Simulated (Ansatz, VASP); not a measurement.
# GaN: VASP beside Ansatz

Wanted: the spread between two codes on one cell, functional and k mesh. The cell is taken from a series of runs on this material, whose earlier steps may have relaxed, scaled, displaced or heated it; both programs get it as it stands. Valence electrons are named where the data sets of a main pair hold unlike numbers.

Program: Ansatz 0.2.0. Level of theory: plane waves, with VASP 6.6.1 beside it; single point at LDA. Results are calculated unless marked as measured.

### Step 1. Set-up

The structure is hexagonal, space group P6_3mc (No. 186). The conventional cell has a = 3.180 Å, b = 3.180 Å, c = 5.166 Å, α = 90.00°, β = 90.00°, γ = 120.00°. Ga has 4 N at 1.94 to 1.95 Å nearest. Nearest to N lie 4 Ga at 1.94 to 1.95 Å. Farther neighbours and most contacts between anions are not listed.

As a file:

```xyz
4
Lattice="3.1800 0.0000 0.0000 -1.5900 2.7540 0.0000 0.0000 0.0000 5.1660" Properties=species:S:1:pos:R:3 pbc="T T T"
Ga    1.5900    0.9180    2.5778
Ga    0.0000    1.8360    5.1608
N     1.5900    0.9180    4.5255
N     0.0000    1.8360    1.9425
```

### Step 2. VASP: single point, LDA

With cell and atoms fixed, the geometry can't cause a difference; cores, projectors, grids and the points listed under the comparison can.

Lines of VASP's logs that name or quote its potential files are left out, and so is its time.

INCAR

```
SYSTEM = GaN
PREC = Accurate
ENCUT = 520
EDIFF = 1E-06
NELM = 100
ISMEAR = 0
SIGMA = 0.01
LREAL = .FALSE.
ALGO = Normal
GGA = PW92
NBANDS = 24
LORBIT = 11
LWAVE = .FALSE.
LCHARG = .FALSE.
KPAR = 2
ISIF = 2
```

POSCAR

```
GaN
1.0
    3.1800000000      0.0000000000      0.0000000000
   -1.5900000000      2.7539607840      0.0000000000
    0.0000000000      0.0000000000      5.1660000000
Ga N
2 2
Direct
    0.6666666667      0.3333333333      0.4989852932
    0.3333333333      0.6666666667      0.9989852932
    0.6666666667      0.3333333333      0.8760147068
    0.3333333333      0.6666666667      0.3760147068
```

KPOINTS

```
Automatic mesh
0
Gamma
6 6 4
0 0 0
```

PAW data sets: Ga_d and N (LDA family, release 64).

On the command line:

```bash
$ mpirun -np 2 vasp_std
```

Numbers of over 12 decimals in the logs are rounded to 6 here.

The program printed:

```text
[banner, memory and clock lines left out]
running    2 mpi-ranks, on    1 nodes
 distrk:  each k-point on    1 cores,    2 groups
 distr:  one band on    1 cores,    1 groups

 POSCAR found type information on POSCAR GaN
 POSCAR found :  2 types and       4 ions
|                                                                             |
|               ----> ADVICE to this user running VASP <----                  |
|                                                                             |
|     You enforced a specific xc type in the INCAR file but a different       |
|     [... a line on the potential file left out ...]
|     I HOPE YOU KNOW WHAT YOU ARE DOING!                                     |
|                                                                             |

 LDA part: xc-table for (Slater(with rela. corr.)+PW92), standard interpolation
 POSCAR, INCAR and KPOINTS ok, starting setup
 FFT: planning ... GRIDC
 FFT: planning ... GRID_SOFT
 FFT: planning ... GRID
 WAVECAR not read
 entering main loop
       N       E                     dE             d eps       ncg     rms          rms(c)
DAV:   1     0.265434101378E+03    0.26543E+03   -0.18371E+04  1096   0.281E+03
DAV:   2    -0.102417880059E+01   -0.26646E+03   -0.25582E+03  1120   0.507E+02
DAV:   3    -0.310893635349E+02   -0.30065E+02   -0.29833E+02  1176   0.140E+02
DAV:   4    -0.320036037943E+02   -0.91424E+00   -0.91290E+00  1344   0.266E+01
DAV:   5    -0.320165368258E+02   -0.12933E-01   -0.12932E-01  1168   0.285E+00    0.107E+01
DAV:   6    -0.279396623532E+02    0.40769E+01   -0.12909E+01  1736   0.542E+01    0.315E+00
DAV:   7    -0.279729293348E+02   -0.33267E-01   -0.13324E+00  1072   0.902E+00    0.258E+00
DAV:   8    -0.279354409440E+02    0.37488E-01   -0.28909E-01  1696   0.606E+00    0.116E+00
DAV:   9    -0.279119787829E+02    0.23462E-01   -0.83710E-02  1680   0.456E+00    0.352E-01
DAV:  10    -0.279127008096E+02   -0.72203E-03   -0.61954E-03  1080   0.578E-01    0.130E-01
DAV:  11    -0.279125108038E+02    0.19001E-03   -0.12633E-03  1544   0.647E-01    0.528E-02
DAV:  12    -0.279125247815E+02   -0.13978E-04   -0.12792E-04  1080   0.746E-02    0.665E-02
DAV:  13    -0.279125227702E+02    0.20112E-05   -0.19583E-06  1160   0.145E-02    0.706E-02
DAV:  14    -0.279125123718E+02    0.10398E-04   -0.68545E-06  1176   0.301E-02    0.501E-02
DAV:  15    -0.279125096271E+02    0.27447E-05   -0.23334E-06   824   0.129E-02    0.417E-02
DAV:  16    -0.279125053910E+02    0.42361E-05   -0.43305E-06  1104   0.201E-02    0.279E-02
DAV:  17    -0.279125031333E+02    0.22577E-05   -0.51962E-06  1256   0.241E-02    0.875E-03
DAV:  18    -0.279125030547E+02    0.78574E-07   -0.14923E-06   696   0.804E-03
   1 F= -.27912503E+02 E0= -.27912503E+02  d E =-.105027E-72
```

From OUTCAR (step 2):

```text
ion  position               nearest neighbor table
   1  0.667  0.333  0.499-   4 1.94   4 1.94   4 1.94   3 1.95
   2  0.333  0.667  0.999-   3 1.94   3 1.94   3 1.94   4 1.95
   3  0.667  0.333  0.876-   2 1.94   2 1.94   2 1.94   1 1.95
   4  0.333  0.667  0.376-   1 1.94   1 1.94   1 1.94   2 1.95

  LATTYP: Found a hexagonal cell.
 ALAT       =     3.1800000000
 C/A-ratio  =     1.6245283019

 Subroutine GETGRP returns: Found 12 space group operations
 (whereof  6 operations were pure point group operations)

The static configuration has the point symmetry C_3v.
 The point group associated with its full space group is C_6v.

 Found     21 irreducible k-points:

   k-points           NKPTS =     21   k-points in BZ     NKDIM =     21   number of bands    NBANDS=     24

   dimension x,y,z NGX =    24 NGY =   24 NGZ =   40
   dimension x,y,z NGXF=    48 NGYF=   48 NGZF=   80

   ENCUT  =  520.0 eV  38.22 Ry    6.18 a.u.   5.91  5.91  9.61*2*pi/ulx,y,z

   NELECT =      36.0000    total number of electrons

 k-points in reciprocal lattice and weights: Automatic mesh
   0.00000000  0.00000000  0.00000000       0.007
   0.16666667  0.00000000  0.00000000       0.042
   0.33333333  0.00000000  0.00000000       0.042
   0.50000000  0.00000000  0.00000000       0.021
   0.16666667  0.16666667  0.00000000       0.042
   0.33333333  0.16666667  0.00000000       0.083
   0.33333333  0.33333333  0.00000000       0.014
   0.00000000  0.00000000  0.25000000       0.014
   0.16666667  0.00000000  0.25000000       0.083
[...]
0.33333333  0.16666667  0.50000000       0.083
   0.33333333  0.33333333  0.50000000       0.014

 average (electrostatic) potential at core
       1 -64.6280       2 -64.6280       3 -61.8622       4 -61.8622

 E-fermi :   5.3002

 k-point     1 :       0.0000    0.0000    0.0000
  band No.  band energies     occupation
    ...
     14       4.1103      2.00000
     15       4.1103      2.00000
     16       5.1452      2.00000
     17       5.1743      2.00000
     18       5.1743      2.00000
     19       7.1772      0.00000
     20       9.3726      0.00000
     21      14.2948      0.00000
     22      14.9203      0.00000
     23      14.9203      0.00000
    ...

 k-point     2 :       0.1667    0.0000    0.0000
  band No.  band energies     occupation
    ...
     14       2.3999      2.00000
     15       3.4626      2.00000
     16       3.5885      2.00000
     17       4.8512      2.00000
     18       4.9269      2.00000
     19       8.6568      0.00000
     20      10.6435      0.00000
     21      13.2134      0.00000
     22      13.9918      0.00000
     23      15.5020      0.00000
    ...

 k-point     3 :       0.3333    0.0000    0.0000
  band No.  band energies     occupation
    ...
     14       0.1995      2.00000
     15       1.2390      2.00000
     16       2.7355      2.00000
     17       3.8850      2.00000
     18       4.4091      2.00000
     19      10.0105      0.00000
     20      10.8236      0.00000
     21      11.8027      0.00000
     22      13.5246      0.00000
     23      15.3894      0.00000
    ...

  Total       -1.1263545     -1.1263545     -0.8503253      0.0000000     -0.0000000     -0.0000000
  in kB      -39.8883801    -39.8883801    -30.1131652      0.0000000     -0.0000000     -0.0000000
  external PRESSURE =     -36.6299752 kB  Pullay stress =       0.0000000 kB

  energy-cutoff  :      520.00
  volume of cell :       45.24
      direct lattice vectors                 reciprocal lattice vectors
     3.180000000  0.000000000  0.000000000     0.314465409  0.181556688  0.000000000
    -1.590000000  2.753960784  0.000000000     0.000000000  0.363113377  0.000000000
     0.000000000  0.000000000  5.166000000     0.000000000  0.000000000  0.193573364

 POSITION                                       TOTAL-FORCE (eV/Angst)
 -----------------------------------------------------------------------------------
      1.59000      0.91799      2.57776         0.000000     -0.000000     -0.000636
     -0.00000      1.83597      5.16076        -0.000000     -0.000000     -0.000636
      1.59000      0.91799      4.52549        -0.000000      0.000000      0.000636
     -0.00000      1.83597      1.94249         0.000000     -0.000000      0.000636
 -----------------------------------------------------------------------------------
    total drift:                               -0.000001     -0.000001      0.000459

  FREE ENERGIE OF THE ION-ELECTRON SYSTEM (eV)
  ---------------------------------------------------
  free  energy   TOTEN  =       -27.9125030547 eV

  energy  without entropy=      -27.9125030547  energy(sigma->0) =      -27.91250305

 total charge
# of ion       s       p       d       tot
------------------------------------------
    1        0.798   0.920  10.184  11.902
    2        0.798   0.920  10.184  11.902
    3        1.209   2.498   0.000   3.707
    4        1.209   2.498   0.000   3.707
--------------------------------------------------
tot          4.013   6.836  20.368  31.217

[... 3 further parts left out ...]
```

The run ends at a pressure of -3.66 GPa, with forces up to 6.4e-4 eV/Å.

### Step 3. Ansatz: single point, LDA

Ansatz runs on its default PAW (the set named soft_2) files.

The same cell, functional (in two slightly different forms), mesh and smearing now go to Ansatz, which takes its cutoff from its data sets.

input.yaml

```yaml
crystal:
  lattice:
    - [3.18, 0.0, 0.0]
    - [-1.59, 2.753960784, 0.0]
    - [0.0, 0.0, 5.166]
  atoms:
    - { symbol: Ga, position: [0.6666666667, 0.3333333333, 0.4989852932] }
    - { symbol: Ga, position: [0.3333333333, 0.6666666667, 0.9989852932] }
    - { symbol: "N", position: [0.6666666667, 0.3333333333, 0.8760147068] }
    - { symbol: "N", position: [0.3333333333, 0.6666666667, 0.3760147068] }
hamiltonian:
  xc: lda
  pseudopotentials: { kind: paw }
kpoints:
  mp_grid: { grid: [6, 6, 4] }
scf:
  occupations: { method: gaussian, width: 0.01 }
  n_extra_bands: 5
output:
  forces: true
  stress: true
  eigenvalues: true
```

On the command line:

```bash
$ ansatz run input.yaml --threads 2 --pin off --max-ram 4608MiB --backend cpu --events-out ev --progress --plain --runs-dir out
```

The program printed:

```text
scf.n_extra_bands = 5 over 18 filled bands (N_el = 36.0): the run solves 23 bands
Engine: ansatz 0.2.0, aarch64-unknown-linux-gnu
Pseudopotentials: kind: paw
Pseudopotential: Ga, paw, valence charge 13, recommended cutoff 420 eV (normal), Ga.paw.azcp
Pseudopotential: N, paw, valence charge 5, recommended cutoff 420 eV (normal), N.paw.azcp
Functional definition: SPW92
  exchange = slater_x
  correlation = pw_c
Crystal: 4 atoms, lattice volume = 45.242 Å³
Basis set: ecut = 420 eV, 881 PW (Γ)
Bands: 23, of which v1, the nominal top of the filled ones, is band 18 counted from 1 (17 counted from 0)
Symmetry: 12 space group operations
Space group: P63mc (ITA 186), of the structure as read, at distance tolerance 3.6e-5 Å
k-points: 21 of 144 (time reversal used)
Non-local potential: Ga, projectors of the file, l = 0: 2, l = 1: 2, l = 2: 3, l = 3: 1
Non-local potential: N, projectors of the file, l = 0: 2, l = 1: 2, l = 2: 1
PAW form: soft (Blöchl's): semilocal exchange-correlation on the pseudo side does not see the compensation charge
PAW frozen core: Ga, regenerated for the run's functional, and the local potential with it (the file was generated under x = pbe(κ = 0.804, μ = 0.219515), c = pbe(β = 0.066725))
PAW frozen core: N, regenerated for the run's functional, and the local potential with it (the file was generated under x = pbe(κ = 0.804, μ = 0.219515), c = pbe(β = 0.066725))
PAW one-centre angular grid: Ga, 590 points (default); XC on 64 Gauss nodes
PAW one-centre angular grid: N, 110 points (default); XC on 64 Gauss nodes
Initial density: superposition of atomic densities (neutral atoms: chi_scale 0, normalization atom), corrected by the library's trained network
Initial wavefunctions: pseudopotential atomic-orbital guess
Functional: x = slater, c = lda
SCF iter   1: F=—  HF=-8164.192291 eV  |F-HF|=—  |Δ(HF+E_count)|=         —  Δρ=1.34e-2  dr2=7.76e-2  ethr=1.77e-3  ⟨swp⟩=5.3  Hψ=2007  notcnv=0
preconditioner: auto → Resta (q_TF=auto, 2.626 Å⁻¹)  ε∞=4.7  [insulator: Δε(μ)=1.881 eV  Ē_g=17.170 eV  σ=0.010 eV  W_gap=1.00  n_scr=22 (ndim 8)  ℏωp=33.1 eV  f_vac=0.009  D(μ)=0.00/eV (n_scr^D=0)  ε∞_Penn≈4.7]
SCF iter   2: F=—  HF=-8164.170386 eV  |F-HF|=—  |Δ(HF+E_count)|=   2.19e-2  Δρ=3.53e-3  dr2=3.10e-3  ethr=2.16e-4  ⟨swp⟩=2.3  Hψ=899  notcnv=0  defer=21
SCF iter   3: F=—  HF=-8164.169527 eV  |F-HF|=—  |Δ(HF+E_count)|=   8.59e-4  Δρ=1.61e-3  dr2=5.51e-4  ethr=8.62e-6  ⟨swp⟩=2.0  Hψ=551  notcnv=0  defer=21
SCF iter   4: F=—  HF=-8164.169338 eV  |F-HF|=—  |Δ(HF+E_count)|=   1.89e-4  Δρ=1.19e-4  dr2=3.34e-6  ethr=1.53e-6  ⟨swp⟩=2.6  Hψ=793  notcnv=0  defer=21
SCF iter   5: F=—  HF=-8164.169336 eV  |F-HF|=—  |Δ(HF+E_count)|=   1.27e-6  Δρ=5.01e-5  dr2=7.27e-7  ethr=9.26e-9  ⟨swp⟩=2.0  Hψ=786  notcnv=0  defer=21
SCF iter   6: F=-8164.169336 eV  HF=-8164.169336 eV  |F-HF|=3.25e-9  |Δ(HF+E_count)|=   8.17e-7  Δρ=1.10e-5  dr2=6.14e-8  ethr=2.78e-10  ⟨swp⟩=6.6  Hψ=2352  notcnv=0
SCF 1 converged in 6 iterations: F = -8164.169336 eV  dr2 = 6.14e-8
  greatest PAW one-centre occupation: 0.996 electrons in one spin orbital (limit 2), on the Ga atom at site 1 (counted from 0), in its partial waves of l = 2
SCF converged after 6 iterations
Free energy (F): -8164.169336 eV
Harris-Foulkes:  -8164.169336 eV  (|F-HF|=3.25e-9)
Internal energy: -8164.169336 eV  (E = F + TS)
E sigma→0 (E₀):  -8164.169336 eV
Fermi energy:    10.465564 eV
--- Per-component energies (eV) ---
  E_band       = -20.295305
  E_kinetic    = 494.159602
  E_local      = -3895.777043  (includes V_loc(G=0)·N_el)
  E_nonlocal   = 955.257469
  E_hartree    = 1788.380330
  E_xc         = -255.703273
  E_vxc        = -268.456033  (∫ρ·V_xc dr)
  E_paw        = -4070.317894  (= ΣΔE_a)
  E_vpaw       = -882.248569  (= ΣTr[D̂ρ^β])
  E_aug_tail   = 0.000014  (compensation charges beyond the density's cutoff)
  E_ewald      = -3183.785590
  E_core_change = 3.617048  (= ΣΔE_core)
  E_smearing   = -0.000000  (= −TS)
  E_closure    = -0.000000  (closes the sum)
  Σ components = -8164.169336   (vs F -8164.169336, Δ=0.00e0)
--- Forces (eV/Å), atoms counted from 1 ---
  atom   1  Ga    -0.00000000    -0.00000000    -0.00113378
  atom   2  Ga     0.00000000     0.00000000    -0.00113378
  atom   3  N     -0.00000000    -0.00000000     0.00113908
  atom   4  N     -0.00000000     0.00000000     0.00113908
  max |Σ_I F_I| component: 1.06e-5 eV/Å
--- Stress (GPa, compression-positive) ---
       -4.811443       0.000000      -0.000000
        0.000000      -4.811443       0.000000
       -0.000000       0.000000      -3.823139
  P = ⅓ Tr σ = -4.4820 GPa (-44.820 kbar)
--- Band table (eV; the first three rows and the last of 21) ---
  k-point 0: bands = [... 14 lower, 8.4096, 9.4451, 9.4733, 9.4733, 11.4578, 13.6586, 18.5888, 19.2202, ... 1 higher]
  k-point 1: bands = [... 14 lower, 8.5576, 8.5576, 9.3102, 9.3102, 12.6248, 13.7771, 18.1932, 18.9016, ... 1 higher]
  k-point 2: bands = [... 14 lower, 8.9274, 8.9274, 8.9274, 8.9274, 13.7125, 13.7125, 17.8392, 17.8392, ... 1 higher]
  k-point 20: bands = [... 14 lower, 5.1827, 5.1827, 7.9797, 7.9797, 15.8477, 15.8477, 16.6939, 16.6939, ... 1 higher]
```

The run ends at a pressure of -4.48 GPa, with forces up to 0.0011 eV/Å.

### Step 4. Differences

Known differences besides the potentials themselves: the cutoff is 420 eV in Ansatz and 520 eV in VASP; VASP's log shows a relativistic correction to its local exchange, Ansatz's none. Total energies have different zeros and are not compared.

Both answers:

```csv
quantity,Ansatz,VASP,difference
pressure (GPa),-4.48,-3.66,-0.82
pressure without Ansatz's Pulay correction (GPa),-5.15,-3.66,-1.48
gap on the k mesh (eV),1.985,2.003,-0.018
```

A gap on the mesh is an upper bound, since the band edges may lie between its points. Ansatz's pressure holds a Pulay correction of 0.66 GPa; VASP's holds none.

### Step 5. Other set-ups

Further runs change the set-up of one program: Ansatz's method, potentials or start, or VASP's data sets, cutoff or form of LDA. The table gives Ansatz less VASP for each quantity, since a change that brings one quantity closer may part another.

| run | r.m.s. force difference (meV/Å) | pressure (GPa) | gap on the k mesh (eV) | pressure without Ansatz's Pulay correction (GPa) |
| --- | --- | --- | --- | --- |
| as above | 0.29 | -0.82 | -0.018 | -1.5 |
| VASP with the data sets Ga_d_GW and N_GW, a cutoff of 680 eV and GGA = CA, the Perdew-Zunger form of LDA | 0.52 | -0.72 | -0.018 | -1.4 |
| VASP with the data sets Ga_h and N_h, a cutoff of 1210 eV and GGA = CA, the Perdew-Zunger form of LDA | 0.59 | -0.90 | -0.011 | -1.6 |

### Step 6. Outcome

* difference in gap on the k mesh (single point, LDA): -0.018 eV
* difference in pressure (single point, LDA): -0.82 GPa

What this shows: The difference in pressure is -0.82 GPa (single point, LDA), within the 1 GPa picked in this series as the mark of a large difference. Single point, LDA, VASP with the data sets Ga_d_GW and N_GW, a cutoff of 680 eV and GGA = CA, the Perdew-Zunger form of LDA: r.m.s. force difference goes from 0.29 to 0.52 meV/Å. Single point, LDA, VASP with the data sets Ga_h and N_h, a cutoff of 1210 eV and GGA = CA, the Perdew-Zunger form of LDA: r.m.s. force difference goes from 0.29 to 0.59 meV/Å; the difference in gap on the k mesh goes from -0.018 to -0.011 eV. Such differences can come from data sets, numerical settings and the points named under the comparisons, not from the functional's error against experiment.

[Lines on the potential files, build, host, timing and source positions are cut from VASP's logs without a mark.]

[Logs are printed without paths, hosts, clocks, repeated set-up lines and the standing remarks that a program may print on its own settings, such as how far it seeks lower states.]

[Hosts, paths, dates, database ids (printed as entryN), source tags and the programs' standing remarks are cut or masked in the printed files.]
